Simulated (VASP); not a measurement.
An input for Quantum ESPRESSO's pw.x (written as the equivalent of a VASP run, and not itself run):

```
&CONTROL
  calculation = 'vc-relax'
  pseudo_dir = './pseudo'
  outdir = './out'
  tprnfor = .true.
  tstress = .true.
  nstep = 40
  forc_conv_thr = 0.00078
/
&SYSTEM
  ibrav = 0
  nat = 1
  ntyp = 1
  ecutwfc = 74
  occupations = 'smearing'
  smearing = 'methfessel-paxton'
  degauss = 0.00735
  input_dft = 'pbesol'
/
&ELECTRONS
  conv_thr = 7.3e-08
  electron_maxstep = 100
/
&IONS
/
&CELL
  press = 100
/
ATOMIC_SPECIES
  Li 6.940 Li.upf
CELL_PARAMETERS angstrom
    -1.5067905    1.5067905    1.5067905
     1.5067905   -1.5067905    1.5067905
     1.5067905    1.5067905   -1.5067905
ATOMIC_POSITIONS crystal
  Li   0.0000000  1.0000000  1.0000000
K_POINTS automatic
  17 17 17 0 0 0
```

**Question.** Translate this input to VASP (INCAR, KPOINTS, POSCAR, choice of POTCAR).

**Answer.** This is not unique; one that fits is 
### KPOINTS
```
Automatic mesh
0
Gamma
17 17 17
0 0 0
```

File POSCAR:
```
Li
1
   -1.5067904511     1.5067904511     1.5067904511
    1.5067904511    -1.5067904511     1.5067904511
    1.5067904511     1.5067904511    -1.5067904511
Li
1
Direct
  0.0000000000   1.0000000000   1.0000000000
```

**INCAR**
```
SIGMA=0.1   # width (eV)
PREC=Accurate
EDIFF=1E-6   # SCF stop (eV)
NELM=100
ENCUT=620
ALGO=Normal
EDIFFG=-0.02   # ionic stop
LCHARG=.False.
SYSTEM=Li
LREAL=.False.   # projection in real space or not
ISMEAR=1   # Methfessel-Paxton
ISIF=3
IBRION=2
LASPH=.True.   # aspherical one-centre terms
PSTRESS=100
NSW=40   # most ionic steps
GGA=PS
LWAVE=.False.
```

POTCAR, in this order: Li_sv (PBE.64 set). Program: vasp_std.

What does not carry over: the potentials are each code's own (VASP's PAW set, PseudoDojo norm-conserving files in pw.x), so ENCUT and ecutwfc are chosen apart and not converted; conv_thr bounds pw.x's estimated SCF error, while EDIFF bounds the energy change between steps; forc_conv_thr acts on force components and is met together with etot_conv_thr.

The compound is Li in the bcc structure. It was relaxed first under an external pressure of 10 GPa.
